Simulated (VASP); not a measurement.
Level of theory: PBEsol GGA, VASP's PBE PAW potentials (set 64) (plane waves; VASP 6.6.1).

A VASP calculation is set up with these files.

### POSCAR
```
TcPt3
1
   -1.8895076259     1.8895076259     3.8531439808
    1.8895076259    -1.8895076259     3.8531439808
    1.8895076259     1.8895076259    -3.8531439808
Tc Pt
1 3
Direct
  0.0000000000   0.0000000000   0.0000000000
  0.7500000000   0.2500000000   0.5000000000
  0.2500000000   0.7500000000   0.5000000000
  0.5000000000   0.5000000000   0.0000000000
```

### KPOINTS
```
Regular mesh
0
gamma
10 10 10
0 0 0
```

INCAR:
```
# general
SYSTEM  = TcPt3
PREC    = Accurate
ENCUT   = 480
LREAL   = F
LASPH   = T

# electronic loop
EDIFF   = 1E-7
NELM    = 100
ALGO    = Normal
LMAXMIX = 6

# smearing
ISMEAR  = 1
SIGMA   = 0.1

# functional
GGA     = PS

# ions
IBRION  = 2
NSW     = 30
ISIF    = 2
EDIFFG  = -0.01

# output
LWAVE   = F
LCHARG  = F
```

POTCAR, in this order: Tc_pv Pt (PBE.64 set). Program: vasp_std.

The resulting files:

File OUTCAR:
```
 ion  position               nearest neighbor table
   1  0.000  0.000  0.000-   4 2.67   4 2.67   4 2.67   4 2.67   3 2.70   2 2.70   3 2.70   3 2.70
                             2 2.70   2 2.70   3 2.70   2 2.70
   2  0.750  0.250  0.500-   3 2.67   3 2.67   3 2.67   3 2.67   4 2.70   1 2.70   4 2.70   1 2.70
                             4 2.70   4 2.70   1 2.70   1 2.70
   3  0.250  0.750  0.500-   2 2.67   2 2.67   2 2.67   2 2.67   4 2.70   1 2.70   4 2.70   4 2.70
                             1 2.70   1 2.70   4 2.70   1 2.70
   4  0.500  0.500  0.000-   1 2.67   1 2.67   1 2.67   1 2.67   3 2.70   2 2.70   3 2.70   2 2.70
                             3 2.70   3 2.70   2 2.70   2 2.70
  LATTYP: Found a body centered tetragonal cell.
 ALAT       =     3.7790152518
 C/A-ratio  =     2.0392317702
 Subroutine PRICEL returns:
 Original cell was already a primitive cell.
 Subroutine GETGRP returns: Found 16 space group operations
The static configuration has the point symmetry D_4h.
The dynamic configuration has the point symmetry D_4h.
 Subroutine INISYM returns: Found 16 space group operations
 Subroutine IBZKPT returns following result:
 Found    102 irreducible k-points:

 Following reciprocal coordinates:
            Coordinates               Weight
  0.000000  0.000000  0.000000      1.000000
  0.100000  0.000000 -0.000000      8.000000
...
```

**OSZICAR**
```
       N       E                     dE             d eps       ncg     rms          rms(c)
DAV:   1     0.350082017943E+03    0.35008E+03   -0.22368E+04  5268   0.158E+03
DAV:   2    -0.217581727929E+02   -0.37184E+03   -0.36613E+03  5849   0.401E+02
DAV:   3    -0.345378986377E+02   -0.12780E+02   -0.12475E+02  6180   0.732E+01
DAV:   4    -0.347501156967E+02   -0.21222E+00   -0.21104E+00  5804   0.916E+00
DAV:   5    -0.347532655392E+02   -0.31498E-02   -0.31450E-02  6058   0.110E+00    0.328E+01
DAV:   6    -0.328058457971E+02    0.19474E+01   -0.53561E+00  5413   0.171E+01    0.160E+01
DAV:   7    -0.330857039108E+02   -0.27986E+00   -0.68556E+00  5934   0.171E+01    0.729E+00
DAV:   8    -0.324432557710E+02    0.64245E+00   -0.40183E+00  5832   0.134E+01    0.377E+00
DAV:   9    -0.324248110862E+02    0.18445E-01   -0.20447E-01  5688   0.355E+00    0.175E+00
DAV:  10    -0.324161501081E+02    0.86610E-02   -0.32767E-02  5483   0.169E+00    0.379E-01
DAV:  11    -0.324160872211E+02    0.62887E-04   -0.10230E-03  6166   0.215E-01    0.569E-02
DAV:  12    -0.324160921781E+02   -0.49570E-05   -0.86839E-05  5641   0.828E-02    0.190E-02
DAV:  13    -0.324160931060E+02   -0.92791E-06   -0.13046E-05  5603   0.313E-02    0.320E-03
DAV:  14    -0.324160930752E+02    0.30769E-07   -0.38431E-07  5161   0.431E-03
   1 F= -.32416093E+02 E0= -.32416130E+02  d E =-.324161E+02
```

File OUTCAR:
```
------------------------ aborting loop because EDIFF is reached ----------------------------------------
  FORCE on cell =-STRESS in cart. coord.  units (eV):
  Direction    XX          YY          ZZ          XY          YZ          ZX
  --------------------------------------------------------------------------------------
  Total        7.6446964      7.6446964      7.6428292      0.0000000     -0.0000000     -0.0000000
  in kB      222.5862327    222.5862327    222.5318665      0.0000000     -0.0000000     -0.0000000
  external PRESSURE =     222.5681106 kB  Pullay stress =       0.0000000 kB
  volume of cell :       55.03
      direct lattice vectors                 reciprocal lattice vectors
    -1.889507626  1.889507626  3.853143981     0.000000000  0.264619202  0.129764162
     1.889507626 -1.889507626  3.853143981     0.264619202  0.000000000  0.129764162
     1.889507626  1.889507626 -3.853143981     0.264619202  0.264619202  0.000000000
 POSITION                                       TOTAL-FORCE (eV/Angst)
 -----------------------------------------------------------------------------------
      0.00000      0.00000      0.00000        -0.000000     -0.000000     -0.000000
      0.00000      1.88951      1.92657         0.000000      0.000000     -0.000000
      1.88951      0.00000      1.92657         0.000000      0.000000      0.000000
      0.00000      0.00000      3.85314        -0.000000     -0.000000     -0.000000
 -----------------------------------------------------------------------------------
    total drift:                               -0.000000      0.000000      0.000000
  FREE ENERGIE OF THE ION-ELECTRON SYSTEM (eV)
  ---------------------------------------------------
  free  energy   TOTEN  =       -32.4160930752 eV

  energy  without entropy=      -32.4162040926  energy(sigma->0) =      -32.41613008

 reached required accuracy - stopping structural energy minimisation
```
(Selected blocks of OUTCAR.)

The structure comes from a computed database's TcPt3 entry (I4/mmm); how it stands against other phases isn't given here. This cell was strained or had an atom moved on purpose. The electron count is odd and the run is not spin-polarised, which forces a metal.
